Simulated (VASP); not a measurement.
BaAs: energy against volume and a worked fit

```yaml
crystal:
  lattice:
    - [4.02459, 0.00000, 0.00000]
    - [0.00000, 4.02459, 0.00000]
    - [0.00000, 0.00000, 4.02459]
  atoms:
    - { symbol: Ba, position: [0.00000, 0.00000, 0.00000] }
    - { symbol: As, position: [0.50000, 0.50000, 0.50000] }
```

The cell was scaled at fixed shape and fractions and run with VASP, PBE PAW files As, Ba_sv, 520 eV; r2SCAN, k mesh 7 × 7 × 7 on the cell of 2 atoms, fermi-dirac occupations of 0.05 eV, no spin polarisation, no spin-orbit coupling. The potentials were made for PBE. Energies are those that the program minimises, any entropy of the smearing included. For a metal such a mesh isn't converged to the digits shown.

```tsv
V (Å³/atom)	energy over the lowest row (meV/atom)
30.6381	17.268
31.2899	7.804
31.9418	2.173
32.5937	0.000
33.2456	?
33.8974	4.725
34.5493	11.071
```

Task: Fit the third-order Birch-Murnaghan form, give V0, B0 and B′, and predict the energy left open.

Result: With y = (V0/V)^(2/3), E = E0 + (9 V0 B0/16) [(y - 1)³ B′ + (y - 1)² (6 - 4y)]. Least squares through the rows shown give V0 = 32.7116 Å³/atom, E0 = -0.054 meV, B0 = 37.84 GPa (1 eV/Å³ = 160.218 GPa) and B′ = 4.03, with a largest miss of 0.004 meV. At V = 33.2456 the form with these constants gives 0.948 meV; the run gave 0.950 meV an atom.
